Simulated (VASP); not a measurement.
Runs of VASP 6.6.1 on AlN. The structure is hexagonal, space group P6_3mc (No. 186). The conventional cell has a = 3.092 Å, b = 3.092 Å, c = 4.948 Å, α = 90.00°, β = 90.00°, γ = 120.00°. Al (site symmetry 3m) is surrounded by 4 N at 1.88 to 1.89 Å. Around N (site symmetry 3m) lie 4 Al at 1.88 to 1.89 Å. 

```csv
task,cell,gap on the mesh (eV),pressure (GPa)
relaxation of shape and atoms at fixed volume,relaxed at fixed volume from: a relaxed cell with its volume scaled by 0.97,4.66,6.8
relaxation of shape and atoms at fixed volume,relaxed at fixed volume from: a relaxed cell with its volume scaled by 1.06,3.91,-11.0
relaxation of shape and atoms at fixed volume,relaxed at fixed volume from: a relaxed cell with its volume scaled by 1.09,3.68,-15.4
relaxation of cell and atoms,relaxed,4.40,0.0
relaxation of shape and atoms at fixed volume,relaxed at fixed volume from: a relaxed cell with its volume scaled by 0.94,4.91,14.7
relaxation of shape and atoms at fixed volume,relaxed at fixed volume from: a relaxed cell with its volume scaled by 0.91,4.91,23.8
relaxation of shape and atoms at fixed volume,relaxed at fixed volume,4.40,0.0
relaxation of shape and atoms at fixed volume,relaxed at fixed volume from: a relaxed cell with its volume scaled by 1.03,(a),-5.9
```

Alike in all rows: level LDA; potentials or basis VASP PAW LDA potentials, release 64 (Al, N); no spin polarisation; k mesh 12 × 12 × 6; cutoff (eV) 520; smearing gaussian 0.02 eV.

Question: Fill in the values left out.

Answer: (a) 4.15.

Caveats: the relaxation stopped at its first step, so nothing moved (some runs).

A k mesh can miss the band edges.
